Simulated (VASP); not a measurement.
VASP runs on AgScP₂Se₆ (space group P-31c) share one base input (PBEsol GGA, plane waves, VASP's PBE PAW potentials (set 64)) and change the settings named in each case.

INCAR:
```
SYSTEM = ScAg(PSe3)2
PREC = Accurate; ENCUT = 300; LREAL = Auto
LASPH = .TRUE.
EDIFF = 1E-6; NELM = 100; ALGO = Normal
LMAXMIX = 4
ISMEAR = -1; SIGMA = 0.05
GGA = PS
ISIF = 2
LWAVE = .FALSE.; LCHARG = .FALSE.
```

KPOINTS:
```
Automatic mesh
0
Gamma
3 3 2
0 0 0
```

### POSCAR
```
ScAg(PSe3)2
1
    6.4213200000     0.0000000000     0.0000000000
   -3.2106600000     5.5610270000     0.0000000000
    0.0000000000     0.0000000000    14.9049810000
Sc Ag P Se
2 2 4 12
Direct
  0.0000000000   0.0000000000   0.2500000000
  0.0000000000   0.0000000000   0.7500000000
  0.3333330000   0.6666670000   0.7500000000
  0.6666670000   0.3333330000   0.2500000000
  0.6666670000   0.3333330000   0.6757500000
  0.3333330000   0.6666670000   0.3242500000
  0.6666670000   0.3333330000   0.8242500000
  0.3333330000   0.6666670000   0.1757500000
  0.6714100000   0.6954500000   0.1330700000
  0.3285900000   0.3045500000   0.8669300000
  0.3045500000   0.9759600000   0.1330700000
  0.6954500000   0.0240400000   0.8669300000
  0.0240400000   0.3285900000   0.1330700000
  0.9759600000   0.6714100000   0.8669300000
  0.3045500000   0.3285900000   0.3669300000
  0.6954500000   0.6714100000   0.6330700000
  0.0240400000   0.6954500000   0.3669300000
  0.9759600000   0.3045500000   0.6330700000
  0.6714100000   0.9759600000   0.3669300000
  0.3285900000   0.0240400000   0.6330700000
```

POTCAR, in this order: Sc_sv Ag P Se (PBE.64 set). Program: vasp_std.

```json
[
 {"change": "base run", "E(σ→0) (eV/atom)": "-4.9534", "pressure (GPa)": "0.61", "largest force (eV/Å)": "0.387"},
 {"change": "EDIFF = 1E-09, ENCUT = 420, KPOINTS 5×5×3 Γ-centred mesh", "E(σ→0) (eV/atom)": "-4.9552", "pressure (GPa)": "0.73", "largest force (eV/Å)": "0.382"},
 {"change": "ENCUT = 180, GGA removed, ISMEAR = 0, SIGMA = 0.272, KPOINTS 6×6×6 Γ-centred mesh shifted by (0.5, 0.5, 0.5), POTCAR Sc_sv Ag P Se (LDA.64 set)", "E(σ→0) (eV/atom)": "-5.1408", "pressure (GPa)": "-12.97", "largest force (eV/Å)": "0.346"},
 {"change": "ENCUT = 240, ISMEAR = 0, SIGMA = 0.272, KPOINTS 2×2×2 Γ-centred mesh", "E(σ→0) (eV/atom)": "-4.9216", "pressure (GPa)": "0.19", "largest force (eV/Å)": "0.416"},
 {"change": "EDIFF = 1E-04, ENCUT = 210, KPOINTS 4×4×4 Γ-centred mesh shifted by (0.5, 0.5, 0.5)", "E(σ→0) (eV/atom)": "-4.9308", "pressure (GPa)": "-2.61", "largest force (eV/Å)": "0.429"},
 {"change": "ENCUT = 150, KPOINTS 8×8×8 Γ-centred mesh", "E(σ→0) (eV/atom)": "-4.6182", "pressure (GPa)": "-35.06", "largest force (eV/Å)": "0.606"}
]
```
 Energies of different potentials or functionals have different zeros.  At 300 eV the pressure can carry a Pulay error.

Left out are runs that ran out of time, are held back, or changed the cell or the kind of run, fixed moments of cells without a moment, rows past the twelfth, gaps on odd meshes, pressures of charged cells and columns that move by less than the noise.

The structure comes from a computed database's AgScP2Se6 entry; how it stands against other phases isn't given here. The cell was not relaxed at this level, forces remain on its atoms, its lattice was scaled by up to 2.5 %.
